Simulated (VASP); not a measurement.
```
CELL_PARAMETERS angstrom
      3.21526     0.00000     0.00000
      0.00000     3.21526     0.00000
      0.00000     0.00000     3.21526
ATOMIC_POSITIONS crystal
  Ga 0.00000 0.00000 0.00000
  P  0.50000 0.50000 0.50000
```

Computed with PBE GGA, VASP's PBE PAW potentials (set 64) (plane waves; VASP 6.6.1). Numerical set-up: 400 eV cut-off, Gaussian smearing of 0.050 eV, potentials Ga_d P.

**Question.** Predict the band gap (along the path) with the smallest direct gap where there is one.

**Answer.** 
The band gap (along the path) is none (metal, semimetal or under 0.01 eV).

The structure was generated: GaP was put into the CsCl type type (Pm-3m), which need not be its known phase. It was relaxed first, which changed the volume by +26 %. VASP warned that the highest band is occupied, so more bands are needed.
